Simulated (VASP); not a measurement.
TiO₂ (anatase): the LDA gap over mesh and path against the volume, with shape and ions relaxed at each volume; LDA's own equilibrium is at 11.072 Å³/atom. VASP (PAW), 520 eV cut-off, 9×9×9 Γ-centred mesh, Gaussian smearing of 0.050 eV, potentials Ti_sv O.  Fit the value as a straight line in ln V.

| V (Å³/atom) | LDA gap over mesh and path (eV) |
|---|---|
| 10.075 | 1.779 |
| 10.407 | 1.873 |
| 10.739 | 1.974 |
| 11.072 | 2.042 |
| 11.404 | 2.088 |
| 11.736 | 2.108 |

Question: Fit the rows as the text says and predict the value at 9.743.

Answer: The slope against ln V is 2.22 eV, the volume deformation potential of this gap. The line misses the rows by up to 0.035 and gives 1.730 at 9.743. The run gave 1.675, -0.055 from the line.

Left out are failed runs and those whose mesh is unfit for this quantity.

The compound is TiO2 in the anatase structure, one of several forms; rutile is the usual stable one.
